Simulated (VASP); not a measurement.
NaMg6Ti:

```
Ti Mg Na
1.0
     5.15680    0.00000    0.00000
     0.00000    3.19928    5.55391
     0.00000   -3.19928    5.55391
Ti Mg Na
1 6 1
Direct
  0.00000 0.84093 0.84093
  0.50000 0.16711 0.16711
  0.50000 0.15260 0.67332
  0.50000 0.67332 0.15260
  0.00000 0.33517 0.33517
  0.00000 0.33214 0.83248
  0.00000 0.83248 0.33214
  0.50000 0.66625 0.66625
```

The cell comes from a database or a generator and needn't be the stable form of this composition.

```yaml
Program: VASP 6.6.1
Task: single point
Functional: PBE
Potentials_or_basis: VASP PAW PBE potentials, release 64 (Ti_sv, Mg, Na_pv)
Cutoff: 520 eV
k_mesh: 5 × 5 × 5
Occupations: fermi-dirac, width 0.05 eV
Spin: no spin polarisation
```

On this cell: pressure -0.3 GPa; largest force 0.127 eV/Å; band gap on the k mesh none (metal or under the smearing width).

The same run follows on a disturbed copy (atoms moved at random, drawn with an rms of 0.05 Å):

```
Ti Mg Na
1.0
     5.15680    0.00000    0.00000
     0.00000    3.19928    5.55391
     0.00000   -3.19928    5.55391
Ti Mg Na
1 6 1
Direct
  0.99662 0.83973 0.84251
  0.50227 0.17574 0.17276
  0.50581 0.14803 0.66955
  0.49346 0.67375 0.14973
  0.98706 0.32290 0.34221
  0.99624 0.33088 0.83634
  0.99627 0.82754 0.32577
  0.50587 0.66329 0.66221
```

Q: What does the disturbed cell give?

A: The energy (extrapolated to zero smearing) moves by +4.7 meV/atom; pressure -0.2 GPa; largest force 0.323 eV/Å; band gap on the k mesh none (metal or under the smearing width).

Forces on the atoms (eV/Å):
```
Ti   0.047 -0.032 -0.014
Mg  -0.143 -0.008 -0.290
Mg  -0.191 -0.092  0.155
Mg   0.001  0.031  0.008
Mg   0.235  0.120  0.165
Mg   0.122 -0.016 -0.078
Mg   0.058 -0.011  0.099
Na  -0.129  0.007 -0.046
```

Stress tensor (GPa, compression positive):
```
-0.53 -0.05  0.01
-0.05  0.06 -0.18
 0.01 -0.18 -0.01
```
